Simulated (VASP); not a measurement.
These are PBE GGA with D4 dispersion, VASP's PBE PAW potentials (set 64) (plane waves; VASP) values and carry that method's errors.

A VASP calculation is set up with these files.

### POSCAR
```
MnS
6.1774920
  0.8171464722   0.4075975889   0.4075975889
  0.4075975889   0.8171464722   0.4075975889
  0.4075975889   0.4075975889   0.8171464722
Mn S
2 2
Direct
  0.0000000000   0.0000000000   0.0000000000
  0.5000000000   0.5000000000   0.5000000000
  0.2500000000   0.2500000000   0.2500000000
  0.7500000000   0.7500000000   0.7500000000
```

KPOINTS:
```
k-points along high-symmetry lines
12
Line-mode
Reciprocal
  0.000000   0.000000   0.000000 ! GAMMA
  0.500000   0.500000   0.500000 ! T

  0.500000   0.500000   0.500000 ! T
  0.812500   0.187500   0.500000 ! H_2

  0.500000  -0.187500   0.187500 ! H_0
  0.500000  -0.000000  -0.000000 ! L

  0.500000  -0.000000  -0.000000 ! L
  0.000000   0.000000   0.000000 ! GAMMA

  0.000000   0.000000   0.000000 ! GAMMA
  0.343750  -0.343750   0.000000 ! S_0

  0.656250  -0.000000   0.343750 ! S_2
  0.500000   0.000000   0.500000 ! F

  0.500000   0.000000   0.500000 ! F
  0.000000   0.000000   0.000000 ! GAMMA
```

### INCAR
```
SYSTEM=MnS
PREC=Accurate; ENCUT=520; LREAL=.FALSE.
LASPH=.TRUE.; ICHARG=11
EDIFF=1E-7; NELM=100; ALGO=Normal
LMAXMIX=4
ISMEAR=0; SIGMA=0.05
GGA=PE; IVDW=13
MAGMOM=4.1 -4.1 0.0 0.0
ISPIN=2
LWAVE=.FALSE.; LCHARG=.FALSE.; LORBIT=11
```

POTCAR, in this order: Mn_pv S (PBE.64 set). Program: vasp_std. Read from the step before: CHGCAR.

The run wrote:

### OUTCAR
```
 ion  position               nearest neighbor table
   1  0.000  0.000  0.000-   4 2.53   4 2.53   4 2.53   3 2.53   3 2.53   3 2.53
   2  0.500  0.500  0.500-   3 2.53   3 2.53   3 2.53   4 2.53   4 2.53   4 2.53
   3  0.250  0.250  0.250-   1 2.53   1 2.53   1 2.53   2 2.53   2 2.53   2 2.53
   4  0.750  0.750  0.750-   2 2.53   2 2.53   2 2.53   1 2.53   1 2.53   1 2.53
  LATTYP: Found a trigonal (rhomboedric) cell.
 ALAT       =     6.1774918329
 COS(alpha) =     0.8322697031
 Subroutine PRICEL returns following result:
  LATTYP: Found a trigonal (rhomboedric) cell.
 ALAT       =     3.5694205777
 COS(alpha) =     0.4976106441
 Subroutine GETGRP returns: Found 12 space group operations
The static configuration has the point symmetry D_3d.
The dynamic configuration has the point symmetry D_3d.
The overall configuration has the point symmetry D_3d.
 Subroutine INISYM returns: Found 12 space group operations
   k-points           NKPTS =     84   k-points in BZ     NKDIM =     84   number of bands    NBANDS=     23
   number of dos      NEDOS =    301   number of ions     NIONS =      4
   total plane-waves  NPLWV = 110592
   dimension x,y,z NGX =    48 NGY =   48 NGZ =   48
   dimension x,y,z NGXF=    96 NGYF=   96 NGZF=   96
   ions per type =               2   2
   PREC   = accura    normal or accurate (medium, high low for compatibility)
   ISTART =      0    job   : 0-new  1-cont  2-samecut
   ICHARG =     11    charge: 1-file 2-atom 10-const
   ISPIN  =      2    spin polarized calculation?
   LNONCOLLINEAR =      F non collinear calculations
   LSORBIT =      F    spin-orbit coupling
   INIWAV =      1    electr: 0-lowe 1-rand  2-diag
   ENCUT  =  520.0 eV  38.22 Ry    6.18 a.u.  11.49 11.49 11.49*2*pi/ulx,y,z
   NELM   =    100;   NELMIN=  2; NELMDL= -5     # of ELM steps
   EDIFF  = 0.1E-06   stopping-criterion for ELM
   LREAL  =      F    real-space projection
   NLSPLINE    = F    spline interpolate recip. space projectors
   LMAXMIX     =    4 max onsite mixed and CHGCAR
   VOSKOWN=      0    Vosko Wilk Nusair interpolation
   EDIFFG = 0.1E-05   stopping-criterion for IOM
   NSW    =      0    number of steps for IOM
   NBLOCK =      1;   KBLOCK =      1    inner block; outer block
   IBRION =     -1    ionic relax: 0-MD 1-quasi-New 2-CG
   NFREE  =      0    steps in history (QN), initial steepest desc. (CG)
   ISIF   =      2    stress and relaxation
   ISYM   =      2    0-nonsym 1-usesym 2-fastsym
   TEIN   =    0.0    initial temperature
   TEBEG  =    0.0;   TEEND  =   0.0 temperature during run
   SMASS  =  -3.00    Nose mass-parameter (am)
   PSTRESS=    0.0 pullay stress
   NELECT =      38.0000    total number of electrons
   EFERMI =   0.00;   METHOD = LEGACY
   ISMEAR =     0;   SIGMA  =   0.05  broadening in eV -4-tet -1-fermi 0-gaus
   IALGO  =     38    algorithm
   LDIAG  =      T    sub-space diagonalisation (order eigenvalues)
   IMIX   =      4    mixing-type and parameters
     AMIX     =   0.40;   BMIX     =  1.00
     AMIX_MAG =   1.60;   BMIX_MAG =  1.00
     AMIN     =   0.10
   GGA     = PE    functional components
   VOSKOWN =     0    Vosko Wilk Nusair interpolation
   LHFCALC =     F    Hartree Fock is set to
   LHFONE  =     F    Hartree Fock one center treatment
   AEXX    =    0.0000 exact exchange contribution
   IVDW    =    13    specifies the selected vdW correction
   LEPSILON=     F    determine dielectric tensor
   LRPA    =     F    only Hartree local field effects (RPA)
  energy-cutoff  :      520.00
  volume of cell :       64.54
      direct lattice vectors                 reciprocal lattice vectors
     5.047915795  2.517930844  2.517930844     0.296562574 -0.098696694 -0.098696694
     2.517930844  5.047915795  2.517930844    -0.098696694  0.296562574 -0.098696694
     2.517930844  2.517930844  5.047915795    -0.098696694 -0.098696694  0.296562574
 k-point     1 :   0.0000 0.0000 0.0000  plane waves:    1749
 k-point     2 :   0.0455 0.0455 0.0455  plane waves:    1749
 k-point     3 :   0.0909 0.0909 0.0909  plane waves:    1761
 k-point     4 :   0.1364 0.1364 0.1364  plane waves:    1746
...
```

File OSZICAR:
```
       N       E                     dE             d eps       ncg     rms          rms(c)
DAV:   1     0.371051068600E+03    0.37105E+03   -0.21789E+04  8160   0.181E+03
DAV:   2     0.270231218464E+01   -0.36835E+03   -0.36335E+03  7917   0.490E+02
DAV:   3    -0.258821523487E+02   -0.28584E+02   -0.27809E+02 10467   0.127E+02
DAV:   4    -0.267805773762E+02   -0.89843E+00   -0.86080E+00  8255   0.213E+01
DAV:   5    -0.268059517208E+02   -0.25374E-01   -0.25371E-01  9856   0.374E+00
DAV:   6    -0.268065512989E+02   -0.59958E-03   -0.59958E-03  8890   0.600E-01
DAV:   7    -0.268065749866E+02   -0.23688E-04   -0.23687E-04 10770   0.123E-01
DAV:   8    -0.268065757580E+02   -0.77143E-06   -0.77145E-06  9015   0.187E-02
DAV:   9    -0.268065758009E+02   -0.42843E-07   -0.42826E-07  8326   0.406E-03
   1 F= -.28556646E+02 E0= -.28556646E+02  d E =-.133309E-11  mag=     0.0000
```

File OUTCAR:
```



 magnetization (x)

# of ion       s       p       d       tot
------------------------------------------
    1        0.020   0.011   4.003   4.034
    2       -0.020  -0.011  -4.003  -4.034
    3        0.000   0.000   0.000   0.000
    4        0.000   0.000   0.000   0.000
--------------------------------------------------
tot         -0.000   0.000   0.000  -0.000
```
(Selected blocks of OUTCAR.)

**OUTCAR**
```
 val. band max:        7.4256998299   @ k =   0.5000   0.5000   0.5000

 cond. band min:       7.9252227461   @ k =   0.5000   0.0000   0.0000



 spin component 1

 k-point     1 :       0.0000    0.0000    0.0000
  band No.  band energies     occupation
      1     -42.8068      1.00000
      2     -42.8068      1.00000
      3     -42.8032      1.00000
      4     -38.4299      1.00000
      5     -38.4299      1.00000
      6     -38.4009      1.00000
      7      -7.3506      1.00000
      8      -5.7715      1.00000
      9       0.3894      1.00000
     10       3.0037      1.00000
     11       3.0037      1.00000
     12       4.6130      1.00000
     13       4.6130      1.00000
     14       4.8171      1.00000
     15       5.8419      1.00000
     16       5.8419      1.00000
     17       5.8808      1.00000
     18       5.9870      1.00000
     19       5.9870      1.00000
     20       8.4573      0.00000
     21       8.4574      0.00000
     22       8.6062      0.00000
     23      10.2528      0.00000

 k-point     2 :       0.0455    0.0455    0.0455
  band No.  band energies     occupation
      1     -42.8068      1.00000
      2     -42.8068      1.00000
      3     -42.8032      1.00000
      4     -38.4299      1.00000
      5     -38.4299      1.00000
      6     -38.4009      1.00000
      7      -7.3446      1.00000
      8      -5.7830      1.00000
      9       0.4116      1.00000
     10       3.0077      1.00000
     11       3.0077      1.00000
     12       4.6135      1.00000
     13       4.6135      1.00000
     14       4.8051      1.00000
     15       5.7195      1.00000
     16       5.7195      1.00000
     17       5.8483      1.00000
     18       6.1121      1.00000
     19       6.1121      1.00000
     20       8.4554      0.00000
     21       8.4555      0.00000
     22       8.6045      0.00000
     23      10.2398      0.00000

...
```

The density is held fixed in this step, so its total energy and stress have no physical meaning.

The compound is MnS in the rock salt, AFM-II order structure. It was relaxed first, which changed the volume by -9 %.
